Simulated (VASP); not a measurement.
A VASP calculation is set up with these files.

### KPOINTS
```
Automatic mesh
0
Gamma
5 5 3
0 0 0
```

**INCAR**
```
SYSTEM = CdS
PREC = Accurate
ENCUT = 400
EDIFF = 1E-6
NELM = 100
ALGO = Normal
LREAL = .FALSE.
LASPH = .TRUE.
ISMEAR = 0
SIGMA = 0.05
GGA = PE
LMAXMIX = 4
LWAVE = .FALSE.
LCHARG = .FALSE.
ISIF = 2
```

File POSCAR:
```
CdS
1
    2.0699635765    -3.5853467672     0.0000000000
    2.0699875214     3.5853497047     0.0000000000
    0.0000000000     0.0000000000     6.7201071908
Cd S
2 2
Direct
  0.6666670000   0.3333330000   0.5000000000
  0.3333330000   0.6666670000   0.0000000000
  0.6666670000   0.3333330000   0.8770000000
  0.3333330000   0.6666670000   0.3770000000
```

POTCAR, in this order: Cd S (PBE.64 set). Program: vasp_std.

One choice in this input is risky. Which, and does it do harm here?

The risk: the lattice vectors carry noise near SYMPREC. Here it does no harm: the run (PBE GGA, plane waves, VASP's PBE PAW potentials (set 64)) converges to the same energy and pressure as with the safe setting.
File OSZICAR:
```
       N       E                     dE             d eps       ncg     rms          rms(c)
DAV:   1     0.218173260622E+03    0.21817E+03   -0.15635E+04   448   0.123E+03
DAV:   2    -0.985507413271E+00   -0.21916E+03   -0.21377E+03   488   0.329E+02
DAV:   3    -0.131980156191E+02   -0.12213E+02   -0.12166E+02   512   0.784E+01
DAV:   4    -0.133320614291E+02   -0.13405E+00   -0.13397E+00   524   0.819E+00
DAV:   5    -0.133344351820E+02   -0.23738E-02   -0.23737E-02   536   0.104E+00    0.118E+01
DAV:   6    -0.122655236412E+02    0.10689E+01   -0.25639E+00   586   0.168E+01    0.921E+00
DAV:   7    -0.122479413444E+02    0.17582E-01   -0.89620E-01   512   0.551E+00    0.397E+00
DAV:   8    -0.122427428544E+02    0.51985E-02   -0.13570E-01   512   0.395E+00    0.593E-01
DAV:   9    -0.122410193331E+02    0.17235E-02   -0.24076E-02   542   0.207E+00    0.192E-01
DAV:  10    -0.122410927341E+02   -0.73401E-04   -0.19064E-03   518   0.501E-01    0.116E-01
DAV:  11    -0.122411764472E+02   -0.83713E-04   -0.22667E-04   538   0.113E-01    0.115E-01
DAV:  12    -0.122412324087E+02   -0.55962E-04   -0.21079E-04   488   0.876E-02    0.298E-02
DAV:  13    -0.122412420320E+02   -0.96233E-05   -0.29234E-05   506   0.358E-02    0.154E-02
DAV:  14    -0.122412416823E+02    0.34972E-06   -0.42060E-06   428   0.155E-02
   1 F= -.12241242E+02 E0= -.12241242E+02  d E =-.168126E-11
```

The compound is CdS in the wurtzite structure. The cell was not relaxed at this level.
